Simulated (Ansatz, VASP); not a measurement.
# Two plane-wave programs on KZrCl3

```
K Zr Cl
1.0
     5.13467    0.00000    0.00000
     0.00000    5.13467    0.00000
     0.00000    0.00000    5.13467
K Zr Cl
1 1 3
Direct
  0.50000 0.50000 0.50000
  0.00000 0.00000 0.00000
  0.50000 0.50000 0.00000
  0.00000 0.50000 0.50000
  0.50000 0.00000 0.50000
```

Change from the starting cell: species swapped into the Gd3InN type (Pm-3m, No. 221).

Alike in both runs: task single point; functional PBE; k mesh 4 × 4 × 4; occupations gaussian, width 0.1 eV; no spin polarisation.

```csv
,VASP,Ansatz
version,VASP 6.6.1,Ansatz 0.2.0
potentials or method,"VASP PAW PBE potentials, release 64 (K_sv, Zr_sv, Cl)","scalar-relativistic, plane waves, PAW"
plane-wave cutoff (eV),520,420
valence electrons in the cell,42,42
```

Ansatz gave:

```
gap on the k mesh at the Fermi level (eV) : none
pressure (GPa)                            : 4.9
```

Q: Which values does VASP return?

A: gap on the k mesh at the Fermi level (eV): none; pressure (GPa): 5.1.

A gap of «none» marks a metal or a gap that the smearing closes. With one functional, cell and mesh, what is left measures potentials, basis and numerics.
